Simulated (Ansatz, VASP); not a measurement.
# Si9N8O6 (random packing of 40Si3N4-60SiO2 (mol %)) in two plane-wave programs, part 2 of 2

One calculation is typed for both programs; each brings its own data sets. How far apart do they land? The cell is taken from a series of runs on this material, whose earlier steps may have relaxed, scaled, displaced or heated it; both programs get it as it stands.

VASP 6.6.1 and Ansatz 0.2.0.

So far. Step 2 (VASP: single point, PBE): The run ends at a pressure of -19.25 GPa, with forces up to 5.5 eV/Å.

## Step 4: Differences

Known differences besides the potentials themselves: the cutoff is 420 eV in Ansatz and 520 eV in VASP (PREC = Accurate, projectors in real space). Total energies have different zeros and are not compared.

Forces on 10 of the 138 atoms, those with the largest forces and the largest differences (eV/Å; atoms numbered as in POSCAR):

| atom | Ansatz x, y, z | VASP x, y, z |
| --- | --- | --- |
| Si1 | 1.957, -3.139, -3.392 | 1.894, -3.139, -3.422 |
| Si22 | 1.830, 1.401, 1.823 | 1.752, 1.410, 1.742 |
| Si26 | -0.257, -3.966, 2.568 | -0.248, -3.938, 2.580 |
| Si28 | 1.850, -3.443, -3.515 | 1.777, -3.479, -3.563 |
| Si32 | -1.988, 1.059, 0.305 | -2.043, 0.950, 0.285 |
| Si49 | 1.603, 1.365, 1.727 | 1.522, 1.370, 1.647 |
| Si53 | -0.264, -3.841, 2.680 | -0.255, -3.819, 2.693 |
| O104 | -2.989, 3.264, 2.563 | -2.919, 3.239, 2.569 |
| O107 | -4.672, -2.854, 1.087 | -4.634, -2.819, 1.059 |
| O125 | -4.805, -2.453, 1.083 | -4.761, -2.411, 1.047 |

The forces differ by 23 meV/Å r.m.s., which is 1.5 % of the r.m.s. force of 1.594 eV/Å (both taken over all components).

## Step 5: Outcome

```
r.m.s. force difference (single point, PBE) : 1.5 % of the r.m.s. force
```

In words: The r.m.s. force difference is 1.5 % of the r.m.s. force (single point, PBE), within the 3 % picked in this series as the mark of a large difference. How closely two codes agree says nothing of how well the functional describes the real material.

[Lines on the potential files, build, host, timing and source positions are cut from VASP's logs without a mark.]

[Logs are printed without paths, hosts, clocks, repeated set-up lines and the standing remarks that a program may print on its own settings, such as how far it seeks lower states.]

[Hosts, paths, dates, database ids (printed as entryN), source tags and the programs' standing remarks are cut or masked in the printed files.]
